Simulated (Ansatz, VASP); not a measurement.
# Cross-check of MoH3 between VASP and Ansatz, part 2 of 2

Wanted: the spread between two codes on one cell, functional and k mesh. The cell is generated by rule, not measured, and may not be a known phase. The cell is taken from a series of VASP runs on this material, whose earlier steps may have relaxed, scaled or displaced it; both programs get it as it stands.

VASP 6.6.1 and Ansatz 0.2.0.

So far: Set-up; Ansatz: zone-centre phonons, PBEsol with D4.

## 3. VASP: zone-centre phonons, PBEsol with D4

Level of this step: PBEsol with D4; plane waves and PAW (H, Mo_sv); invented cell (VASP).

The same cell, functional, mesh and smearing now go to VASP, with its own data sets and cutoff.

Lines of VASP's logs that name or quote its potential files are left out, and so is its time.

The input, INCAR:

```
SYSTEM = MoH3
PREC = Accurate
ENCUT = 400
EDIFF = 1E-08
NELM = 100
ISMEAR = 1
SIGMA = 0.2
LREAL = .FALSE.
ALGO = Normal
GGA = PS
IVDW = 13
NBANDS = 14
LORBIT = 11
LWAVE = .FALSE.
LCHARG = .FALSE.
KPAR = 2
IBRION = 6
NFREE = 2
POTIM = 0.015
ISIF = 2
NSW = 1
```

The input, POSCAR:

```
MoH3
1.0
    2.8621239200      0.0000000000      0.0000000000
   -1.4310619600      2.4786720200      0.0000000000
    0.0000000000      0.0000000000      3.7098407600
H Mo
3 1
Direct
    0.6666666670      0.3333333330      0.7395380010
    0.3333333330      0.6666666670      0.2604619990
    0.0000000000      0.0000000000      0.0000000000
    0.0000000000      0.0000000000      0.5000000000
```

The input, KPOINTS:

```
Automatic mesh
0
Gamma
15 15 10
0 0 0
```

The projector-augmented-wave data sets are H and Mo_sv (PBE family, release 64).

Run with:

```console
$ mpirun -np 2 vasp_std
```

Numbers of over 12 decimals in the logs are rounded to 6 here.

What it wrote:

```text
[banner, memory and clock lines left out]
running    2 mpi-ranks, on    1 nodes
 distrk:  each k-point on    1 cores,    2 groups
 distr:  one band on    1 cores,    1 groups

 POSCAR found type information on POSCAR H Mo
 POSCAR found :  2 types and       4 ions
|                                                                             |
|               ----> ADVICE to this user running VASP <----                  |
|                                                                             |
|     You enforced a specific xc type in the INCAR file but a different       |
|     [... a line on the potential file left out ...]
|     I HOPE YOU KNOW WHAT YOU ARE DOING!                                     |
|                                                                             |

 LDA part: xc-table for (Slater+PW92), standard interpolation
 POSCAR, INCAR and KPOINTS ok, starting setup
 FFT: planning ... GRIDC
 FFT: planning ... GRID_SOFT
 FFT: planning ... GRID
 WAVECAR not read
 entering main loop
       N       E                     dE             d eps       ncg     rms          rms(c)
DAV:   1     0.901504070051E+02    0.90150E+02   -0.86486E+03  6806   0.928E+02
DAV:   2    -0.212604726048E+02   -0.11141E+03   -0.10834E+03  8134   0.297E+02
DAV:   3    -0.227800240619E+02   -0.15196E+01   -0.15110E+01  7612   0.352E+01
DAV:   4    -0.227847036198E+02   -0.46796E-02   -0.46794E-02  7918   0.221E+00
DAV:   5    -0.227847382478E+02   -0.34628E-04   -0.34628E-04  7612   0.162E-01    0.244E+01
DAV:   6    -0.212765209560E+02    0.15082E+01   -0.28508E+00  7312   0.179E+01    0.500E+00
DAV:   7    -0.211862560380E+02    0.90265E-01   -0.16792E-01  7522   0.339E+00    0.174E+00
DAV:   8    -0.211655144744E+02    0.20742E-01   -0.30682E-02  7354   0.156E+00    0.201E-01
DAV:   9    -0.211654169779E+02    0.97496E-04   -0.11008E-03  7126   0.271E-01    0.108E-01
DAV:  10    -0.211654166304E+02    0.34753E-06   -0.18686E-04  7930   0.140E-01    0.283E-02
DAV:  11    -0.211654161621E+02    0.46832E-06   -0.96707E-06  7060   0.252E-02    0.135E-02
DAV:  12    -0.211654173982E+02   -0.12361E-05   -0.15916E-06  7294   0.129E-02    0.335E-03
DAV:  13    -0.211654173882E+02    0.99951E-08   -0.72673E-08  7828   0.274E-03
   1 F= -.21719287E+02 E0= -.21719688E+02  d E =0.120231E-02
[... from here on, the cycles between the ionic steps are left out ...]
   2 F= -.21718645E+02 E0= -.21719045E+02  d E =0.119932E-02
   3 F= -.21718645E+02 E0= -.21719045E+02  d E =0.119932E-02
   4 F= -.21719168E+02 E0= -.21719531E+02  d E =0.108938E-02
   5 F= -.21718318E+02 E0= -.21718758E+02  d E =0.131982E-02
   6 F= -.21719152E+02 E0= -.21719553E+02  d E =0.120434E-02
   7 F= -.21719152E+02 E0= -.21719553E+02  d E =0.120442E-02
   8 F= -.21719028E+02 E0= -.21719419E+02  d E =0.117349E-02
   9 F= -.21719028E+02 E0= -.21719419E+02  d E =0.117349E-02
  10 F= -.21718130E+02 E0= -.21718534E+02  d E =0.121293E-02
  11 F= -.21718130E+02 E0= -.21718534E+02  d E =0.121291E-02
  12 F= -.21717976E+02 E0= -.21718369E+02  d E =0.117793E-02
 Finite differences progress:
  Degree of freedom:   6/  6
  Displacement:        1/  2
  Total:              11/ 12
 bond charge predicted
       N       E                     dE             d eps       ncg     rms          rms(c)
DAV:   1    -0.211516270231E+02    0.12450E-01   -0.44310E+00  6664   0.278E+01    0.278E-01
DAV:   2    -0.211642995526E+02   -0.12673E-01   -0.13225E-01  6964   0.383E+00    0.163E-01
DAV:   3    -0.211640935573E+02    0.20600E-03   -0.63158E-04  8104   0.277E-01    0.788E-02
DAV:   4    -0.211640757855E+02    0.17772E-04   -0.15717E-04  7358   0.133E-01    0.186E-02
DAV:   5    -0.211640770758E+02   -0.12902E-05   -0.14409E-05  7048   0.373E-02    0.398E-03
DAV:   6    -0.211640770441E+02    0.31678E-07   -0.10708E-06  7804   0.101E-02    0.197E-03
DAV:   7    -0.211640769848E+02    0.59261E-07   -0.15795E-07  7264   0.612E-03    0.535E-04
DAV:   8    -0.211640769861E+02   -0.13060E-08   -0.20413E-08  6202   0.147E-03
  13 F= -.21717976E+02 E0= -.21718369E+02  d E =0.117796E-02
 Finite differences progress:
  Degree of freedom:   6/  6
  Displacement:        2/  2
  Total:              12/ 12
```

Parts of OUTCAR (step 3):

```text
ion  position               nearest neighbor table
   1  0.667  0.333  0.740-   4 1.88   4 1.88   4 1.88
   2  0.333  0.667  0.260-   4 1.88   4 1.88   4 1.88
   3  0.000  0.000  0.000-   4 1.85   4 1.85
   4  0.000  0.000  0.500-   3 1.85   3 1.85   1 1.88   2 1.88   2 1.88   1 1.88   1 1.88   2 1.88

  LATTYP: Found a hexagonal cell.
 ALAT       =     2.8621239200
 C/A-ratio  =     1.2961845342

 Subroutine GETGRP returns: Found 12 space group operations
 (whereof 12 operations were pure point group operations)

The static configuration has the point symmetry D_3d.

 Found    238 irreducible k-points:

   k-points           NKPTS =    238   k-points in BZ     NKDIM =    238   number of bands    NBANDS=     14

   dimension x,y,z NGX =    20 NGY =   20 NGZ =   24
   dimension x,y,z NGXF=    40 NGYF=   40 NGZF=   48

   ENCUT  =  400.0 eV  29.40 Ry    5.42 a.u.   4.67  4.67  6.05*2*pi/ulx,y,z

   NELECT =      17.0000    total number of electrons

 k-points in reciprocal lattice and weights: Automatic mesh
   0.00000000  0.00000000  0.00000000       0.000
   0.06666667  0.00000000  0.00000000       0.003
   0.13333333  0.00000000  0.00000000       0.003
   0.20000000  0.00000000  0.00000000       0.003
   0.26666667  0.00000000  0.00000000       0.003
   0.33333333  0.00000000  0.00000000       0.003
   0.40000000  0.00000000  0.00000000       0.003
   0.46666667  0.00000000  0.00000000       0.003
   0.06666667  0.06666667  0.00000000       0.003
[...]
13      17.8670      0.00000
     14      19.1457      0.00000

 k-point     3 :       0.1333    0.0000    0.0000
  band No.  band energies     occupation
    ...
      5      -2.5697      2.00000
      6       2.0596      2.00000
      7       3.9394      2.00000
      8       6.7006      2.00000
      9       6.8520      2.00007
     10       8.9617     -0.00000
     11      10.1875     -0.00000
     12      16.4334      0.00000
     13      18.3292      0.00000
     14      18.6248      0.00000

 k-point     4 :       0.2000    0.0000    0.0000
  band No.  band energies     occupation
    ...
      5      -2.0140      2.00000
      6       2.3208      2.00000
      7       3.1483      2.00000
      8       6.3225      2.00000
      9       7.4769      1.08043
     10       8.8128     -0.00000
     11      11.2539     -0.00000
     12      15.5790      0.00000
     13      17.8765      0.00000
     14      19.0750      0.00000

 k-point     5 :       0.2667    0.0000    0.0000
  band No.  band energies     occupation
    ...
      4     -27.2926      2.00000
      5      -1.3349      2.00000
      6       2.0486      2.00000
      7       3.1002      2.00000
      8       5.8387      2.00000
      9       8.1903     -0.00001
     10       8.7503     -0.00000
     11      12.1841      0.00000
     12      14.8487      0.00000
     13      17.5213      0.00000
    ...

  DFT-D4 for vdW energy calculation

  Edisp (eV):   -0.55390

  Total      -0.00261    -0.00261     0.09844     0.00000     0.00000     0.00000
  in kB      -0.15915    -0.15915     5.99277     0.00000     0.00000     0.00000
  external pressure =        1.89 kB  Pullay stress =        0.00 kB

  energy-cutoff  :      400.00
  volume of cell :       26.32
      direct lattice vectors                 reciprocal lattice vectors
     2.862123920  0.000000000  0.000000000     0.349390882  0.201720920  0.000000000
    -1.431061960  2.478672020  0.000000000     0.000000000  0.403441840  0.000000000
     0.000000000  0.000000000  3.709840760     0.000000000  0.000000000  0.269553349

 POSITION                                       TOTAL-FORCE (eV/Angst)
 -----------------------------------------------------------------------------------
      1.43106      0.82622      2.74357        -0.000000      0.000000     -0.042143
     -0.00000      1.65245      0.96627         0.000000      0.000000     -0.097447
      0.00000      0.00000      0.00000        -0.000000      0.000000     -0.035183
      0.00000      0.00000      1.83992         0.000000     -0.000000      0.174773
 -----------------------------------------------------------------------------------
    total drift:                                0.000000      0.000000      0.000058

  FREE ENERGIE OF THE ION-ELECTRON SYSTEM (eV)
  ---------------------------------------------------
  free  energy   TOTEN  =       -21.7179759551 eV

  energy  without entropy=      -21.7191539132  energy(sigma->0) =      -21.71836861

 Eigenvectors and eigenvalues of the dynamical matrix
 ----------------------------------------------------

   1 f  =   40.017683 THz   251.438517 2PiTHz 1334.846219 cm-1   165.499764 meV
             X         Y         Z           dx          dy          dz
      1.431062  0.826224  2.743568    -0.707107   -0.000000   -0.000000
     -0.000000  1.652448  0.966273     0.707107    0.000000    0.000000
      0.000000  0.000000  0.000000    -0.000000   -0.000000    0.000000
      0.000000  0.000000  1.854920    -0.000000    0.000000    0.000000

   2 f  =   40.017683 THz   251.438517 2PiTHz 1334.846218 cm-1   165.499764 meV
             X         Y         Z           dx          dy          dz
      1.431062  0.826224  2.743568    -0.000000    0.707107    0.000000
     -0.000000  1.652448  0.966273     0.000000   -0.707107   -0.000000
      0.000000  0.000000  0.000000    -0.000000    0.000000    0.000000
      0.000000  0.000000  1.854920     0.000000   -0.000000    0.000000

   3 f  =   35.045261 THz   220.195872 2PiTHz 1168.984092 cm-1   144.935490 meV
             X         Y         Z           dx          dy          dz
      1.431062  0.826224  2.743568     0.000000    0.000000   -0.707107
     -0.000000  1.652448  0.966273    -0.000000    0.000000    0.707107
      0.000000  0.000000  0.000000    -0.000000   -0.000000   -0.000000
      0.000000  0.000000  1.854920     0.000000   -0.000000   -0.000000

   4 f  =   34.862080 THz   219.044906 2PiTHz 1162.873801 cm-1   144.177911 meV
             X         Y         Z           dx          dy          dz
      1.431062  0.826224  2.743568     0.699178   -0.000000    0.000000
     -0.000000  1.652448  0.966273     0.699178   -0.000000   -0.000000
      0.000000  0.000000  0.000000    -0.059899    0.000000    0.000000
      0.000000  0.000000  1.854920    -0.136796    0.000000    0.000000

   5 f  =   34.862079 THz   219.044906 2PiTHz 1162.873800 cm-1   144.177911 meV
             X         Y         Z           dx          dy          dz
      1.431062  0.826224  2.743568     0.000000    0.699178    0.000000
     -0.000000  1.652448  0.966273     0.000000    0.699178   -0.000000
      0.000000  0.000000  0.000000    -0.000000   -0.059899   -0.000000
      0.000000  0.000000  1.854920    -0.000000   -0.136796   -0.000000

   6 f  =   34.035418 THz   213.850836 2PiTHz 1135.299329 cm-1   140.759114 meV
             X         Y         Z           dx          dy          dz
      1.431062  0.826224  2.743568    -0.000000    0.000000   -0.699472
     -0.000000  1.652448  0.966273    -0.000000    0.000000   -0.699472
      0.000000  0.000000  0.000000     0.000000   -0.000000   -0.021502
      0.000000  0.000000  1.854920     0.000000    0.000000    0.144972

   7 f  =   23.883184 THz   150.062472 2PiTHz  796.657274 cm-1    98.772869 meV
             X         Y         Z           dx          dy          dz
      1.431062  0.826224  2.743568    -0.000000    0.000000   -0.025312
     -0.000000  1.652448  0.966273    -0.000000    0.000000   -0.025312
      0.000000  0.000000  0.000000     0.000000   -0.000000    0.994667
      0.000000  0.000000  1.854920    -0.000000   -0.000000   -0.096730

   8 f  =   17.128749 THz   107.623102 2PiTHz  571.353556 cm-1    70.838781 meV
             X         Y         Z           dx          dy          dz
      1.431062  0.826224  2.743568     0.031944    0.000000   -0.000000
     -0.000000  1.652448  0.966273     0.031944    0.000000    0.000000
      0.000000  0.000000  0.000000     0.993091    0.000000    0.000000
      0.000000  0.000000  1.854920    -0.108305   -0.000000    0.000000

   9 f  =   17.128749 THz   107.623102 2PiTHz  571.353555 cm-1    70.838781 meV
             X         Y         Z           dx          dy          dz
      1.431062  0.826224  2.743568     0.000000   -0.031944    0.000000
     -0.000000  1.652448  0.966273     0.000000   -0.031944   -0.000000
      0.000000  0.000000  0.000000     0.000000   -0.993091    0.000000
      0.000000  0.000000  1.854920    -0.000000    0.108305   -0.000000

  10 f/i=    0.008351 THz     0.052469 2PiTHz    0.278550 cm-1     0.034536 meV
             X         Y         Z           dx          dy          dz
      1.431062  0.826224  2.743568    -0.000000   -0.000000    0.100493
     -0.000000  1.652448  0.966273    -0.000000   -0.000000    0.100493
      0.000000  0.000000  0.000000    -0.000000   -0.000000    0.100875
      0.000000  0.000000  1.854920    -0.000000   -0.000000    0.984696

  11 f/i=    0.008355 THz     0.052498 2PiTHz    0.278706 cm-1     0.034555 meV
             X         Y         Z           dx          dy          dz
      1.431062  0.826224  2.743568     0.093684    0.036788    0.000000
     -0.000000  1.652448  0.966273     0.093684    0.036788    0.000000
      0.000000  0.000000  0.000000     0.093928    0.036883    0.000000
      0.000000  0.000000  1.854920     0.916531    0.359900    0.000000

  12 f/i=    0.008355 THz     0.052498 2PiTHz    0.278706 cm-1     0.034555 meV
             X         Y         Z           dx          dy          dz
      1.431062  0.826224  2.743568     0.036788   -0.093684   -0.000000
     -0.000000  1.652448  0.966273     0.036788   -0.093684   -0.000000
      0.000000  0.000000  0.000000     0.036883   -0.093928   -0.000000
      0.000000  0.000000  1.854920     0.359900   -0.916531   -0.000000

 ELASTIC MODULI CONTR FROM IONIC RELAXATION (kBar)
 Direction    XX          YY          ZZ          XY          YZ          ZX
 --------------------------------------------------------------------------------
 XX       -1296.7646   -287.0554   -233.3891     -0.0000   -515.1706     -0.0000
 YY        -287.0554  -1296.7646   -233.3891     -0.0000    515.1706     -0.0000
 ZZ        -233.3891   -233.3891    -68.7837     -0.0000     -0.0000     -0.0000
 XY          -0.0000     -0.0000     -0.0000   -504.8546      0.0000   -515.1707
 YZ        -515.1706    515.1706     -0.0000      0.0000   -525.6974      0.0000
 ZX          -0.0000     -0.0000     -0.0000   -515.1707      0.0000   -525.6975
 --------------------------------------------------------------------------------

 total charge
# of ion       s       p       d       tot
------------------------------------------
    1        0.546   0.025   0.000   0.571
    2        0.546   0.025   0.000   0.571
    3        0.535   0.014   0.000   0.549
    4        2.321   6.244   3.990  12.556
--------------------------------------------------
tot          3.950   6.307   3.990  14.247

[... 1 further part left out ...]
```

CONTCAR:

```
MoH3
   1.00000000000000
     2.8621239200000002    0.0000000000000000    0.0000000000000000
    -1.4310619600000001    2.4786720199999999    0.0000000000000000
     0.0000000000000000    0.0000000000000000    3.7098407600000001
  H               Mo
     3     1
Direct
     0.6666666670000012    0.3333333329999988    0.7395380009999997
     0.3333333329999988    0.6666666670000012    0.2604619990000003
     0.0000000000000000    0.0000000000000000    0.0000000000000000
     0.0000000000000000    0.0000000000000000    0.4959566997695071
```

This run has no spin polarisation. Its electron count is odd, so without a moment it is a metal by construction. The last energy, forces, stress and levels in OUTCAR belong to the last displaced cell, not to the cell of POSCAR. Dispersion corrections of this kind ignore metallic screening and tend to overbind metals.

## 4. Comparison

Known differences besides the potentials themselves: the cutoff is 420 eV in Ansatz and 400 eV in VASP; Ansatz makes its cores anew for this functional, VASP keeps those of its PBE data sets; VASP leaves aspherical gradient terms in its spheres out (LASPH is not set), Ansatz keeps them; Ansatz takes the dispersion share of the force constants at frozen C6 weights, VASP differentiates the full forces; VASP uses finite displacements, Ansatz perturbation theory. Total energies have different zeros and are not compared.

Both answers:

| quantity | Ansatz | VASP | difference |
| --- | --- | --- | --- |
| optical mode 1 to 2 (cm⁻¹) | 573.4 | 571.4 | +0.35 % |
| optical mode 3 (cm⁻¹) | 792.2 | 796.7 | -0.56 % |
| optical mode 4 (cm⁻¹) | 1132.3 | 1135.3 | -0.26 % |
| optical mode 5 to 6 (cm⁻¹) | 1159.5 | 1162.9 | -0.29 % |
| optical mode 7 (cm⁻¹) | 1164.8 | 1169.0 | -0.35 % |
| optical mode 8 to 9 (cm⁻¹) | 1330.0 | 1334.8 | -0.36 % |

Modes are paired by rising frequency and degeneracy, not by their patterns, so a pair may still set unlike modes beside each other.

## 5. What came out

| Item | Value |
| --- | --- |
| r.m.s. difference of the optical zone-centre modes, each program's sorted by frequency (zone-centre phonons, PBEsol with D4) | 3.7 cm⁻¹ |
| difference in optical mode 3 (zone-centre phonons, PBEsol with D4) | -0.6 % |

In words: The r.m.s. difference of the optical zone-centre modes, each program's sorted by frequency is 3.7 cm⁻¹ (zone-centre phonons, PBEsol with D4). Among the rows given in per cent, the largest difference of the zone-centre phonons, PBEsol with D4 pair is in optical mode 3, -0.6 %. How closely two codes agree says nothing of how well the functional describes the real material.

[Lines on the potential files, build, host, timing and source positions are cut from VASP's logs without a mark.]

[Logs are printed without paths, hosts, clocks, repeated set-up lines and the standing remarks that a program may print on its own settings, such as how far it seeks lower states.]

[Hosts, paths, dates, database ids (printed as entryN), source tags and the programs' standing remarks are cut or masked in the printed files.]
